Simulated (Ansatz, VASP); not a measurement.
# Si91Ge23: VASP beside Ansatz, part 2 of 2

Wanted: the spread between two codes on one cell, functional and k mesh. Of the first pair: The structure shown is frame 16 of Ansatz's trajectory.

VASP 6.6.1 and Ansatz 0.2.0.

So far. Step 3 (VASP: single point, LDA, pair 1): The run ends at a pressure of -4.76 GPa, with forces up to 2.5 eV/Å.

### Step 6. VASP: single point, LDA, pair 2

Level of this step: LDA; plane waves and PAW (Si, Ge_d) (VASP).

The same cell, functional (in two slightly different forms), mesh and smearing now go to VASP, with its own data sets.

File INCAR:

```
SYSTEM = Si91Ge23
PREC = Accurate
ENCUT = 410
EDIFF = 1E-06
NELM = 120
ISMEAR = 0
SIGMA = 0.025
LREAL = Auto
ALGO = Normal
GGA = PW92
NBANDS = 432
LORBIT = 11
LWAVE = .FALSE.
LCHARG = .FALSE.
ISIF = 2
LASPH = .TRUE.
GGA_COMPAT = .FALSE.
NCORE = 4
```

File POSCAR:

```
Si91Ge23
1.0
   13.4349000000      0.0000000000      0.0000000000
    0.0000000000     13.4349000000      0.0000000000
    0.0000000000      0.0000000000     13.4349000000
Si Ge
91 23
Direct
    0.7484387677      0.7078504492      0.4753738398
    0.6939910234      0.0321103990      0.9901152967
    0.9467208539      0.5911246083      0.6206819552
    0.1182442742      0.5241200158      0.2346649398
    0.5159249418      0.4964681538      0.8445615524
    0.1132498195      0.1316198855      0.1339794118
    0.2109431406      0.2657853799      0.7140656053
    0.6650663570      0.2363620124      0.4805841502
    0.0476817840      0.8000580577      0.1703027190
    0.1884941458      0.8216957328      0.2491049431
    0.7837795592      0.1740169261      0.2644679157
    0.7328748260      0.1888811975      0.0695725312
    0.3241259704      0.2126178833      0.5235319950
    0.3288822395      0.5089431257      0.9587566711
    0.9546330825      0.7886325912      0.5889362779
    0.0021808871      0.7714311234      0.4202189819
    0.3757154873      0.2874974879      0.2730351547
    0.5869414733      0.2774788052      0.0549836620
    0.0359213690      0.0640719321      0.4107808767
    0.0770828216      0.2420189209      0.0101228889
    0.2528191501      0.5707522944      0.6325465765
    0.4899924823      0.6987919523      0.5793790799
    0.3783876322      0.3165635770      0.6454309299
    0.0974625788      0.3835160664      0.8164928656
    0.4308852317      0.7097112744      0.4066647314
    0.2430684263      0.7453944577      0.6657436974
    0.0116338789      0.1152967272      0.5674028091
    0.9609747747      0.9003416475      0.2918294889
    0.1531682409      0.8308435493      0.7715055564
    0.0991596514      0.5272164289      0.7021191077
[... 78 atom lines left out ...]
    0.6234583064      0.7534629956      0.3448257895
    0.7814423628      0.8862514794      0.1735479981
    0.1292008128      0.0764054812      0.7301654646
    0.0699149231      0.3997350185      0.3526486985
    0.0968671148      0.3115691222      0.5316675226
    0.4932005448      0.5442839173      0.3865901495
```

File KPOINTS:

```
Automatic mesh
0
Gamma
1 1 1
0 0 0
```

The projector-augmented-wave data sets are Si and Ge_d (LDA family, release 64).

Launch:

```bash
$ mpirun -np 16 vasp_gam
```

Numbers of over 12 decimals in the logs are rounded to 6 here.

Log:

```text
[banner, memory and clock lines left out]
running   16 mpi-ranks, on    1 nodes
[...]
[... a notice as in an earlier step ...]

 LDA part: xc-table for (Slater(with rela. corr.)+PW92), standard interpolation
 POSCAR, INCAR and KPOINTS ok, starting setup
[...]
entering main loop
       N       E                     dE             d eps       ncg     rms          rms(c)
DAV:   1     0.108469596272E+05    0.10847E+05   -0.21660E+05  1000   0.239E+03
DAV:   2     0.178826425110E+04   -0.90587E+04   -0.87360E+04   864   0.649E+02
DAV:   3    -0.296453351750E+03   -0.20847E+04   -0.19423E+04  1016   0.215E+02
DAV:   4    -0.589824751848E+03   -0.29337E+03   -0.27305E+03  1104   0.821E+01
[...]
DAV:  16    -0.596919282654E+03    0.37507E-05   -0.55921E-05  1040   0.187E-02    0.113E-02
DAV:  17    -0.596919282933E+03   -0.27861E-06   -0.11746E-05  1000   0.680E-03    0.765E-03
DAV:  18    -0.596919283250E+03   -0.31677E-06   -0.22885E-06   632   0.451E-03
   1 F= -.59691928E+03 E0= -.59691138E+03  d E =-.157986E-01
```

OUTCAR, selected parts (step 6):

```text
  FREE ENERGIE OF THE ION-ELECTRON SYSTEM (eV)
  ---------------------------------------------------
  free  energy   TOTEN  =      -596.9192832498 eV

  energy  without entropy=     -596.9034846366  energy(sigma->0) =     -596.91138394
```

The run ends at a pressure of -4.21 GPa, with forces up to 3.1 eV/Å.

### Step 7. Side by side

Forces on 9 of the 114 atoms, those with the largest forces and the largest differences (eV/Å; atoms numbered as in POSCAR):

```
 atom          Ansatz x, y, z            VASP x, y, z
 Si16    -3.004, 0.535, 0.255    -3.005, 0.535, 0.258
 Si40  -0.217, -0.603, -2.072  -0.215, -0.603, -2.072
 Si50    2.179, -1.411, 0.969    2.178, -1.408, 0.974
 Si56   0.089, -1.462, -2.509   0.085, -1.462, -2.502
 Si73     0.925, 2.299, 1.025     0.925, 2.302, 1.022
Ge104  -0.488, -0.907, -0.950  -0.493, -0.916, -0.955
Ge107    -1.088, 0.828, 2.000    -1.097, 0.828, 2.004
Ge111    1.817, 1.216, -0.681    1.824, 1.231, -0.678
Ge113    1.532, -0.236, 0.883    1.538, -0.238, 0.893
```

The forces differ by 3.0 meV/Å r.m.s., which is 0.4 % of the r.m.s. force of 0.695 eV/Å (both taken over all components).

### Step 8. Ansatz: dynamics, LDA

One frame of this run of dynamics is then solved in both programs, so the motion causes no difference.

The structure compared here is frame 48 of Ansatz's trajectory.

File input.yaml:

```yaml
crystal:
  lattice:
    - [13.4349, 0.0, 0.0]
    - [0.0, 13.4349, 0.0]
    - [0.0, 0.0, 13.4349]
  atoms:
    - { symbol: Si, position: [0.73101, 0.72811, 0.47044] }
    - { symbol: Si, position: [0.67205, 0.03705, 0.97908] }
    - { symbol: Si, position: [0.96602, 0.60209, 0.62916] }
    - { symbol: Si, position: [0.13313, 0.50769, 0.23009] }
    - { symbol: Si, position: [0.50182, 0.53345, 0.84793] }
    - { symbol: Si, position: [0.09202, 0.11699, 0.14253] }
    - { symbol: Si, position: [0.15927, 0.25491, 0.68996] }
    - { symbol: Si, position: [0.69157, 0.23829, 0.48489] }
    - { symbol: Si, position: [0.04254, 0.81315, 0.17591] }
    - { symbol: Si, position: [0.22222, 0.83284, 0.24879] }
    - { symbol: Si, position: [0.78599, 0.17294, 0.25792] }
    - { symbol: Si, position: [0.7628, 0.17645, 0.07016] }
    - { symbol: Si, position: [0.33415, 0.21439, 0.50406] }
    - { symbol: Si, position: [0.33916, 0.50014, 0.96406] }
    - { symbol: Si, position: [0.95047, 0.77166, 0.58456] }
    - { symbol: Si, position: [0.96048, 0.78829, 0.40627] }
    - { symbol: Si, position: [0.38319, 0.30987, 0.27125] }
    - { symbol: Si, position: [0.58749, 0.27407, 0.07827] }
    - { symbol: Si, position: [0.02684, 0.04096, 0.39659] }
    - { symbol: Si, position: [0.08489, 0.24768, 0.9971] }
    - { symbol: Si, position: [0.2666, 0.57225, 0.63641] }
    - { symbol: Si, position: [0.46384, 0.71102, 0.58688] }
    - { symbol: Si, position: [0.4011, 0.28053, 0.66534] }
    - { symbol: Si, position: [0.13199, 0.37837, 0.8048] }
    - { symbol: Si, position: [0.45418, 0.70123, 0.40911] }
    - { symbol: Si, position: [0.24097, 0.76011, 0.65742] }
    - { symbol: Si, position: [0.01063, 0.13202, 0.57857] }
    - { symbol: Si, position: [0.93732, 0.93018, 0.27583] }
    - { symbol: Si, position: [0.10154, 0.81291, 0.76769] }
    - { symbol: Si, position: [0.11136, 0.51237, 0.68014] }
[... 78 atom lines left out ...]
    - { symbol: Ge, position: [0.60701, 0.75685, 0.34068] }
    - { symbol: Ge, position: [0.78552, 0.88709, 0.1855] }
    - { symbol: Ge, position: [0.14367, 0.09459, 0.72109] }
    - { symbol: Ge, position: [0.09661, 0.38085, 0.37134] }
    - { symbol: Ge, position: [0.09552, 0.29913, 0.55346] }
    - { symbol: Ge, position: [0.52474, 0.52697, 0.3902] }
kpoints:
  mp_grid: { grid: [1, 1, 1] }
hamiltonian:
  xc: lda
scf:
  occupations: { method: gaussian, width: 0.025 }
output:
  forces: true
  stress: true
md:
  timestep: 2.0
  n_steps: 48
  ensemble: nvt_nose_hoover
  temperature: 400
  initial_velocities: maxwell_boltzmann
  seed: 7790
```

Launch:

```bash
$ ansatz run input.yaml --threads 4 --pin off --max-ram 8192MiB --backend cpu --events-out ev --progress --plain --runs-dir out
```

Log:

```text
[...]
Crystal: 114 atoms, lattice volume = 2424.953 Å³
Basis set: ecut = 420 eV, 47401 PW (Γ)
Bands: 457, of which v1, the nominal top of the filled ones, is band 343 counted from 1 (342 counted from 0)
Symmetry: 1 space group operations
k-points: 1
[...]
atom 114  Ge     1.01430809    -0.73639024    -0.34597890
  max |Σ_I F_I| component: 3.83e-4 eV/Å
--- Stress (GPa, compression-positive) ---
       -5.237728       0.377039      -0.666603
        0.377039      -4.013993       0.476029
       -0.666603       0.476029      -4.199372
  P = ⅓ Tr σ = -4.4837 GPa (-44.837 kbar)
--- MD trajectory: 48 steps, t = 0.0 → 96.0 fs ---
[...]
conserved energy: peak-to-peak 3.279e-2 eV (2.876e-4 eV/atom) over 96.0 fs
[key lines of the parts left out:]
SCF converged after 10 iterations
Free energy (F): -152287.335141 eV
Fermi energy:    6.290939 eV
```

### Step 9. VASP: single point, LDA, pair 3

The same cell, functional (in two slightly different forms), mesh and smearing now go to VASP, with its own data sets.

INCAR is that of step 6.

File POSCAR:

```
Si91Ge23
1.0
   13.4349000000      0.0000000000      0.0000000000
    0.0000000000     13.4349000000      0.0000000000
    0.0000000000      0.0000000000     13.4349000000
Si Ge
91 23
Direct
    0.7523986036      0.7265629071      0.4910940908
    0.6789555561      0.0422332879      0.0024786191
    0.9509784219      0.6025947346      0.6300828439
    0.1300121326      0.5191106744      0.2315313102
    0.5113249819      0.5021771654      0.8654325674
    0.1102948291      0.1338082159      0.1491265287
    0.2246388138      0.2654802045      0.7205487201
    0.6591787062      0.2463434786      0.4737735301
    0.0213548296      0.8107466375      0.1847724955
    0.1954461887      0.8310891782      0.2433289418
    0.7962694177      0.1905931566      0.2417509620
    0.7317806608      0.1965254673      0.0707560160
    0.3107726890      0.2131835741      0.5079754967
    0.3385734170      0.4946371019      0.9540599483
    0.9514473498      0.7770880319      0.5930747531
    0.9883065747      0.7626331420      0.4312722834
    0.3645951961      0.2813121050      0.2658672562
    0.5770121103      0.2873635085      0.0571868789
    0.0449649793      0.0602088590      0.3898354286
    0.0954752175      0.2516877684      0.0050540011
    0.2384386933      0.5662118810      0.6378908663
    0.4919500703      0.6904852288      0.5743622952
    0.3758122502      0.3157597005      0.6566703139
    0.1070942099      0.3799730553      0.8086550700
    0.4326641806      0.7141549249      0.4106766705
    0.2429865500      0.7323835682      0.6595732011
    0.0477041139      0.1137038608      0.5799001109
    0.9423144199      0.9035645967      0.3015653261
    0.1649137694      0.8499207288      0.7749815778
    0.0845410089      0.5374137508      0.7096293981
[... 78 atom lines left out ...]
    0.6360821443      0.7499199845      0.3489791513
    0.7873746734      0.8809890658      0.1696849251
    0.1432984243      0.0785789250      0.7295774438
    0.0567700541      0.4106394540      0.3423322838
    0.1068262510      0.3149260508      0.5318163887
    0.4867174300      0.5428027004      0.3815584783
```

KPOINTS is that of step 6.

Launch:

```bash
$ mpirun -np 16 vasp_gam
```

Log:

```text
[... set-up lines as in an earlier step ...]
 entering main loop
       N       E                     dE             d eps       ncg     rms          rms(c)
DAV:   1     0.108605165926E+05    0.10861E+05   -0.21268E+05   976   0.240E+03
DAV:   2     0.178716525765E+04   -0.90734E+04   -0.87550E+04   864   0.653E+02
DAV:   3    -0.298898666133E+03   -0.20861E+04   -0.19405E+04  1008   0.215E+02
DAV:   4    -0.593499322932E+03   -0.29460E+03   -0.27623E+03  1112   0.823E+01
[...]
DAV:  15    -0.600215484250E+03   -0.74058E-05   -0.15822E-04  1048   0.283E-02    0.193E-02
DAV:  16    -0.600215482118E+03    0.21325E-05   -0.41443E-05   968   0.150E-02    0.126E-02
DAV:  17    -0.600215482587E+03   -0.46907E-06   -0.95403E-06   976   0.639E-03
   1 F= -.60021548E+03 E0= -.60020155E+03  d E =-.278598E-01
```

Parts of OUTCAR (step 9):

```text
  FREE ENERGIE OF THE ION-ELECTRON SYSTEM (eV)
  ---------------------------------------------------
  free  energy   TOTEN  =      -600.2154825871 eV

  energy  without entropy=     -600.1876228282  energy(sigma->0) =     -600.20155271
```

The run ends at a pressure of -4.58 GPa, with forces up to 2.2 eV/Å.

### Step 10. Differences

Forces on 10 of the 114 atoms, those with the largest forces and the largest differences (eV/Å; atoms numbered as in POSCAR):

```
 atom          Ansatz x, y, z            VASP x, y, z
 Si36   -1.762, -0.941, 0.139   -1.764, -0.942, 0.143
 Si41     1.493, 1.217, 0.477     1.494, 1.217, 0.478
 Si49    -1.093, 1.035, 1.473    -1.095, 1.037, 1.472
 Si54   1.135, -1.454, -0.594   1.135, -1.456, -0.595
 Si67    -1.438, 1.578, 0.130    -1.439, 1.580, 0.129
 Si71  -0.198, -1.337, -1.640  -0.198, -1.339, -1.641
 Si73   0.162, -2.096, -0.550   0.159, -2.096, -0.552
 Si90    0.421, -1.274, 0.152    0.426, -1.283, 0.151
Ge111     0.337, 1.419, 0.824     0.343, 1.427, 0.826
Ge114   1.014, -0.736, -0.346   1.027, -0.733, -0.346
```

The forces differ by 2.7 meV/Å r.m.s., which is 0.4 % of the r.m.s. force of 0.646 eV/Å (both taken over all components).

### Step 11. Outcome

```yaml
r_m_s_force_difference_single_point_lda_pair_1: 0.42 % of the r.m.s. force
r_m_s_force_difference_single_point_lda_pair_2: 0.43 % of the r.m.s. force
r_m_s_force_difference_single_point_lda_pair_3: 0.41 % of the r.m.s. force
```

The r.m.s. force difference is 0.43 % of the r.m.s. force (single point, LDA, pair 2), within the 3 % picked in this series as the mark of a large difference. How closely two codes agree says nothing of how well the functional describes the real material.

[Lines on the potential files, build, host, timing and source positions are cut from VASP's logs without a mark.]

[Logs are printed without paths, hosts, clocks, repeated set-up lines and the standing remarks that a program may print on its own settings, such as how far it seeks lower states.]

[Hosts, paths, dates, database ids (printed as entryN), source tags and the programs' standing remarks are cut or masked in the printed files.]
